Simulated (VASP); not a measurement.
All values below come from LDA (Ceperley-Alder, Perdew-Zunger), VASP's LDA PAW potentials (set 64) (plane waves; VASP).

The input files of a VASP run:

### KPOINTS
```
Automatic mesh
0
Gamma
6 6 6
0 0 0
```

### INCAR
```
ALGO = Normal
EDIFF = 1E-6
EDIFFG = -0.02
ENCUT = 620
IBRION = 2
ISIF = 3
ISMEAR = 0
LASPH = .True.
LCHARG = .False.
LREAL = .False.
LWAVE = .False.
NELM = 100
NSW = 40
PREC = Accurate
PSTRESS = 50
SIGMA = 0.05
SYSTEM = KMgF3
```

**POSCAR**
```
KMgF3
1
    3.8963603276     0.0000000000     0.0000000000
    0.0000000000     3.8963603276     0.0000000000
    0.0000000000     0.0000000000     3.8963603276
K Mg F
1 1 3
Direct
  0.0000000000   0.0000000000   0.0000000000
  0.5000000000   0.5000000000   0.5000000000
  0.5000000000   0.0000000000   0.5000000000
  0.0000000000   0.5000000000   0.5000000000
  0.5000000000   0.5000000000   0.0000000000
```

POTCAR, in this order: K_sv Mg F (LDA.64 set). Program: vasp_std.

Energy and stress use the plane-wave basis of the starting cell.

Question: Estimate the energy per atom (σ→0), volume per atom, band gap (on the k-mesh).

Answer: 
```json
{
  "energy per atom (σ→0)": "-5.420 eV/atom",
  "band gap (on the k-mesh)": "7.94 eV",
  "volume_per_atom": "11.22 Å³/atom"
}
```

### OSZICAR
```
...
DAV:   1    -0.271026152738E+02   -0.11601E-01   -0.93372E-02   900   0.300E+00    0.527E-01
DAV:   2    -0.270983425305E+02    0.42727E-02   -0.19593E-02   892   0.114E+00    0.101E-01
DAV:   3    -0.270981023472E+02    0.24018E-03   -0.43030E-04  1068   0.193E-01    0.630E-02
DAV:   4    -0.270980589515E+02    0.43396E-04   -0.19151E-04  1380   0.859E-02    0.493E-02
DAV:   5    -0.270980638855E+02   -0.49340E-05   -0.16542E-05  1100   0.364E-02    0.764E-03
DAV:   6    -0.270980623732E+02    0.15124E-05   -0.10380E-05  1268   0.266E-02    0.352E-03
DAV:   7    -0.270980625332E+02   -0.16006E-06   -0.90490E-07   756   0.530E-03
   3 F= -.25346823E+02 E0= -.25346823E+02  d E =-.520453E-01
```

The compound is KMgF3 in the cubic perovskite structure. This run relaxes it under an external pressure of 5 GPa. Symmetry was kept, so distortions that lower it aren't found.
